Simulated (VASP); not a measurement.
An input for Quantum ESPRESSO's pw.x (written as the equivalent of a VASP run, and not itself run):

```
&CONTROL
  calculation = 'scf'
  pseudo_dir = './pseudo'
  outdir = './out'
  tprnfor = .true.
  tstress = .true.
/
&SYSTEM
  ibrav = 0
  nat = 2
  ntyp = 2
  ecutwfc = 96
  occupations = 'smearing'
  smearing = 'methfessel-paxton'
  degauss = 0.00735
  input_dft = 'pbe'
/
&ELECTRONS
  conv_thr = 7.3e-08
  electron_maxstep = 100
/
ATOMIC_SPECIES
  Ga 69.723 Ga.upf
  Co 58.933 Co.upf
CELL_PARAMETERS angstrom
     2.9376000    0.0000000    0.0000000
     0.0000000    2.9376000    0.0000000
     0.0000000    0.0000000    2.9376000
ATOMIC_POSITIONS crystal
  Ga   0.5000000  0.5000000  0.5000000
  Co   0.0000000  0.0000000  0.0000000
K_POINTS automatic
  9 9 9 0 0 0
```

**Question.** Translate this input to VASP (INCAR, KPOINTS, POSCAR, choice of POTCAR).

**Answer.** One answer among several that fit: 
POSCAR:
```
CoGa
1
    2.9376000000     0.0000000000     0.0000000000
    0.0000000000     2.9376000000     0.0000000000
    0.0000000000     0.0000000000     2.9376000000
Ga Co
1 1
Direct
  0.5000000000   0.5000000000   0.5000000000
  0.0000000000   0.0000000000   0.0000000000
```

**INCAR**
```
SYSTEM = CoGa
PREC = Accurate
ENCUT = 520
EDIFF = 1E-6
NELM = 100
ALGO = Normal
LREAL = .FALSE.
LASPH = .TRUE.
ISMEAR = 1
SIGMA = 0.1
GGA = PE
LMAXMIX = 4
LWAVE = .FALSE.
LCHARG = .FALSE.
ISIF = 2
```

**KPOINTS**
```
Automatic
0
G
9 9 9
0 0 0
```

POTCAR, in this order: Ga_d Co (PBE.64 set). Program: vasp_std.

Limits of the translation: the potentials are each code's own (VASP's PAW set, PseudoDojo norm-conserving files in pw.x), so ENCUT and ecutwfc are chosen apart and not converted; conv_thr bounds pw.x's estimated SCF error, while EDIFF bounds the energy change between steps.

The compound is CoGa in the CsCl type structure. The cell was not relaxed at this level.
